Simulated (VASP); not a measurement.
An input for Quantum ESPRESSO's pw.x (written as the equivalent of a VASP run, and not itself run):

```
&CONTROL
  calculation = 'vc-relax'
  pseudo_dir = './pseudo'
  outdir = './out'
  tprnfor = .true.
  tstress = .true.
  nstep = 40
  forc_conv_thr = 0.00078
/
&SYSTEM
  ibrav = 0
  nat = 2
  ntyp = 2
  ecutwfc = 84
  occupations = 'smearing'
  smearing = 'gaussian'
  degauss = 0.003675
  input_dft = 'pz'
/
&ELECTRONS
  conv_thr = 7.3e-08
  electron_maxstep = 100
/
&IONS
/
&CELL
  press = 100
/
ATOMIC_SPECIES
  K 39.098 K.upf
  F 18.998 F.upf
CELL_PARAMETERS angstrom
     0.0000000    2.4554541    2.4554541
     2.4554541    0.0000000    2.4554541
     2.4554541    2.4554541   -0.0000000
ATOMIC_POSITIONS crystal
  K    0.0000000  0.0000000  0.0000000
  F    0.5000000  0.5000000  0.5000000
K_POINTS automatic
  9 9 9 0 0 0
```

Question: Write the VASP files for the same calculation (LDA).

Answer: Several could match; the one computed here: 
**POSCAR**
```
KF
1.0
  0.0000000000   2.4554541475   2.4554541475
  2.4554541475   0.0000000000   2.4554541475
  2.4554541475   2.4554541475   0.0000000000
K F
1 1
Direct
  0.0000000000   0.0000000000   0.0000000000
  0.5000000000   0.5000000000   0.5000000000
```

File KPOINTS:
```
kpoints
0
gamma
  9 9 9
0 0 0
```

INCAR:
```
SYSTEM = KF
PREC = Accurate
ENCUT = 620
EDIFF = 1E-6
NELM = 100
ALGO = Normal
LREAL = .FALSE.
LASPH = .TRUE.
ISMEAR = 0
SIGMA = 0.05
LWAVE = .FALSE.
LCHARG = .FALSE.
IBRION = 2
ISIF = 3
NSW = 40
EDIFFG = -0.02
PSTRESS = 100
```

POTCAR, in this order: K_sv F (LDA.64 set). Program: vasp_std.

Limits of the translation: the potentials are each code's own (VASP's PAW set, PseudoDojo norm-conserving files in pw.x), so ENCUT and ecutwfc are chosen apart and not converted; conv_thr bounds pw.x's estimated SCF error, while EDIFF bounds the energy change between steps; forc_conv_thr acts on force components and is met together with etot_conv_thr.

The compound is KF in the rock salt structure. It was relaxed first under an external pressure of 10 GPa.
